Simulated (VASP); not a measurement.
Here is a VASP 6.6.1 calculation.

File INCAR:

```
  ALGO = Fast
  DIPOL = 0.5 0.5 0.500
  EDIFF = 1E-6
  ENCUT = 520
  GGA = PE
  IDIPOL = 3
  ISIF = 2
  ISMEAR = -1
  LASPH = T
  LCHARG = T
  LDAU = T
  LDAUJ = 0
  LDAUL = 2
  LDAUPRINT = 1
  LDAUTYPE = 2
  LDAUU = 4
  LDIPOL = T
  LELF = T
  LMAXMIX = 4
  LREAL = F
  LVACPOTAV = T
  LVHAR = T
  LWAVE = F
  NELM = 60
  PREC = Accurate
  SIGMA = 0.05
```

KPOINTS

```
k-points
0
Gamma
  7 7 1
```

The input POSCAR:

```
Hf
1.0
    3.1966985242      0.0000000000      0.0000000000
   -1.5983492621      2.7684221302      0.0000000000
    0.0000000000      0.0000000000     30.1734000000
Hf
7
Direct
    0.6666666667      0.3333333334      0.2485633041
    0.3333333333      0.6666666666      0.3323755361
    0.6666666667      0.3333333334      0.4161877680
    0.3333333333      0.6666666666      0.5000000000
    0.6666666667      0.3333333334      0.5838122320
    0.3333333333      0.6666666666      0.6676244639
    0.6666666667      0.3333333334      0.7514366959
```

Potentials or basis: VASP PAW PBE potentials, release 64 (Hf_pv).

Command:

```sh
$ cat potpaw_PBE.64/Hf_pv/POTCAR > POTCAR
$ mpirun -np 1 vasp_std > vasp.out
```

Q: Estimate the work function of the lower face.

A: 4.51 eV.

Q: Predict the largest force.

A: 0.604 eV/Å.

Forces on the atoms (eV/Å):
```
Hf   0.000  0.000 -0.277
Hf   0.000  0.000 -0.604
Hf   0.000  0.000  0.147
Hf   0.000  0.000  0.000
Hf   0.000  0.000 -0.147
Hf   0.000  0.000  0.604
Hf   0.000  0.000  0.277
```

Caveat: U without spin polarisation on a metal has little footing; the U is typed as a test and isn't derived for this compound. Spin-orbit coupling is left out, which matters for the levels of Hf.
